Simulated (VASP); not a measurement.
The system is InAs.

```
In As
1.0
     0.00000    3.01800    3.01800
     3.01800    0.00000    3.01800
     3.01800    3.01800    0.00000
In As
1 1
Direct
  0.00000 0.00000 0.00000
  0.75000 0.75000 0.75000
```

* Program: VASP 6.6.1
* Task: relaxation of cell and atoms
* Functional: PBE
* Potentials or basis: VASP PAW PBE potentials, release 64 (In_d, As)
* Cutoff: 520 eV
* k mesh: 8 × 8 × 8
* Occupations: gaussian, width 0.1 eV
* Spin: no spin polarisation

At the start: pressure 4.4 GPa; volume 27.49 Å³/atom.

Q: How do energy, volume and symmetry change on relaxing?

A: Over 3 steps the energy falls by 27.1 meV/atom and the volume is 29.62 Å³/atom (+7.8 %); space group F-43m (No. 216, to 0.05 Å).

The path:
```tsv
step	energy change (eV)	largest force (eV/Å)	pressure (GPa)	volume (Å³)
1	0.0000	0.0000	4.36	54.98
2	-0.0456	0.0000	-1.43	61.15
3	-0.0542	0.0000	0.03	59.25
```

Final structure:
```xyz
2
Lattice="0.0000 3.0942 3.0942 3.0942 0.0000 3.0942 3.0942 3.0942 0.0000" Properties=species:S:1:pos:R:3 pbc="T T T"
In    0.0000    0.0000    0.0000
As    4.6413    4.6413    4.6413
```
